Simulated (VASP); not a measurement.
Calculation: PBEsol GGA, VASP's PBE PAW potentials (set 64) (plane waves; VASP).

A VASP calculation is set up with these files.

### INCAR
```
# general
SYSTEM  = HfO2
PREC    = Accurate
ENCUT   = 600
LREAL   = .False.
LASPH   = .True.

# electronic loop
EDIFF   = 1E-7
NELM    = 100
ALGO    = Normal
LMAXMIX = 6

# smearing
ISMEAR  = 0
SIGMA   = 0.05

# functional
GGA     = PS

# ions
IBRION  = 2
NSW     = 40
ISIF    = 3
EDIFFG  = -0.01
PSTRESS = 300

# output
LWAVE   = .False.
LCHARG  = .False.
```

**KPOINTS**
```
Automatic mesh
0
Gamma
8 8 8
0 0 0
```

File POSCAR:
```
HfO2
1
    0.0000000000     2.5104630632     2.5104630632
    2.5104630632     0.0000000000     2.5104630632
    2.5104630632     2.5104630632     0.0000000000
Hf O
1 2
Direct
  0.0000000000   0.0000000000   0.0000000000
  0.2500000000   0.2500000000   0.2500000000
  0.7500000000   0.7500000000   0.7500000000
```

POTCAR, in this order: Hf_pv O (PBE.64 set). Program: vasp_std.

**Question.** What will the output report for the number of irreducible k-points (NKPTS), number of bands (NBANDS), largest plane-wave count, number of space-group operations, FFT grid (NGX, NGY, NGZ)?

**Answer.** 
The number of irreducible k-points (NKPTS) comes out as 29. The number of bands (NBANDS) is 15, the largest plane-wave count comes out as 1067 and the number of space-group operations is 48. The FFT grid (NGX, NGY, NGZ) comes out as 28 × 28 × 28.

The compound is HfO2 in the fluorite structure, the high-temperature cubic form, which is unstable at 0 K; the monoclinic form is the stable one. This run relaxes it under an external pressure of 30 GPa. Symmetry was kept, so distortions that lower it aren't found.
